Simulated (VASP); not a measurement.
Data:

```
InPd
1.0
    3.21792     0.00000     0.00000
    0.00000     3.21792     0.00000
    0.00000     0.00000     3.21792
In Pd
1 1
Direct
  0.50000   0.50000   0.50000
  0.00000   0.00000   0.00000
```

These are LDA (Ceperley-Alder, Perdew-Zunger) with spin-orbit coupling, VASP's LDA PAW potentials (set 64) (plane waves; VASP 6.6.1) values and carry that method's errors. Numerical set-up: 400 eV cut-off, 10×10×10 Γ-centred mesh, Gaussian smearing of 0.050 eV, potentials In_d Pd.

### Question
Give the energies of bands 15 to 28 at the high-symmetry points, in eV from the Fermi level.

### Answer

```
band      Γ      X      M      R
----  -----  -----  -----  -----
15    -4.25  -4.29  -3.04  -5.38
16    -4.25  -4.29  -3.04  -5.38
17    -2.64  -3.78  -2.93  -1.89
18    -2.64  -3.78  -2.93  -1.89
19    -2.64  -3.55  -2.75  -1.89
20    -2.64  -3.55  -2.75  -1.89
21    -2.35  -2.63  -2.66  -0.19
22    -2.35  -2.63  -2.66  -0.19
23     3.53  -1.30  -1.92   3.46
24     3.53  -1.30  -1.92   3.46
25     4.31   9.40   1.51   3.84
26     4.31   9.40   1.51   3.84
27     4.31  10.01   2.45   3.84
28     4.31  10.01   2.45   3.84
```

It has no gap at this level: it comes out as a metal or semimetal.

The compound is PdIn in the CsCl type structure. It was relaxed first.
